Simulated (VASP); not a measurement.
A run of VASP 6.6.1:

Contents of INCAR:

```
ALGO     = Normal         # electronic algorithm
EDIFF    = 1E-6           # SCF threshold, eV
ENCUT    = 550            # plane-wave cutoff, eV
GGA      = RP             # functional
ISIF     = 2              # what is computed and relaxed
ISMEAR   = 0              # smearing method
LASPH    = T              # aspherical terms in the spheres
LCHARG   = F              # write CHGCAR
LREAL    = F              # projectors in reciprocal space
LWAVE    = F              # write WAVECAR
NELM     = 100            # most SCF steps
PREC     = Accurate       # precision mode
SIGMA    = 0.1            # smearing width, eV
```

The input KPOINTS:

```
k-points
0
Gamma
  5 5 5
```

Contents of POSCAR:

```
YMg6Si
1.0
    5.0829700000      0.0000000000      0.0000000000
    0.0000000000      3.0313705000      5.8408860000
    0.0000000000     -3.0313705000      5.8408860000
Y Si Mg
1 1 6
Direct
    0.5000000000      0.1773320000      0.1773320000
    0.5000000000      0.6606560000      0.6606560000
    0.0000000000      0.8200270000      0.8200270000
    0.0000000000      0.3387210000      0.3387210000
    0.0000000000      0.3301270000      0.8239930000
    0.0000000000      0.8239930000      0.3301270000
    0.5000000000      0.1748240000      0.6743160000
    0.5000000000      0.6743160000      0.1748240000
```

Potentials or basis: VASP PAW PBE potentials, release 64 (Y_sv_GW, Si_GW, Mg_GW).

The run is started by

```console
$ cat potpaw_PBE.64/Y_sv_GW/POTCAR potpaw_PBE.64/Si_GW/POTCAR potpaw_PBE.64/Mg_GW/POTCAR > POTCAR
$ mpirun -np 1 vasp_std > vasp.out
```

Hardware: 1 thread of Intel(R) Xeon(R) 6975P-C (Granite Rapids), with other jobs on the host.

Problem. How long does it take, and how much memory?

Solution. Run time: 84 s on 1 thread of Intel(R) Xeon(R) 6975P-C (Granite Rapids) (shared host), peak memory 0.4 GiB. Counts: scf iterations 15, k points 27.
